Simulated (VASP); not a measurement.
# Ru (relaxed from the simple-cubic structure, space group Pm-3m): computed properties

Computed with r2SCAN meta-GGA, VASP's PBE PAW potentials (set 64) (plane waves; VASP).

```
Property                                                               Value
----------------------------------  ----------------------------------------
space group                                                      Pm-3m (221)
cell                                a = b = c = 2.4921 Å, α = β = γ = 90.00°
volume per atom                                                15.48 Å³/atom
band gap (over mesh and band path)  none (metal, semimetal or under 0.01 eV)
density                                                          10.84 g/cm³
```

```cif
data_Ru
_chemical_formula_sum 'Ru1'
_space_group_name_H-M_alt 'P 1'
_space_group_IT_number 1
_cell_length_a 2.49209
_cell_length_b 2.49209
_cell_length_c 2.49209
_cell_angle_alpha 90.000
_cell_angle_beta 90.000
_cell_angle_gamma 90.000
loop_
_space_group_symop_operation_xyz
  'x, y, z'
loop_
_atom_site_label
_atom_site_type_symbol
_atom_site_fract_x
_atom_site_fract_y
_atom_site_fract_z
_atom_site_occupancy
Ru1 Ru 0.00000 0.00000 0.00000 1
```

The structure was generated: Ru was put into the simple-cubic type (Pm-3m), which need not be its known phase. It was relaxed first. Symmetry was kept, so distortions that lower it aren't found.
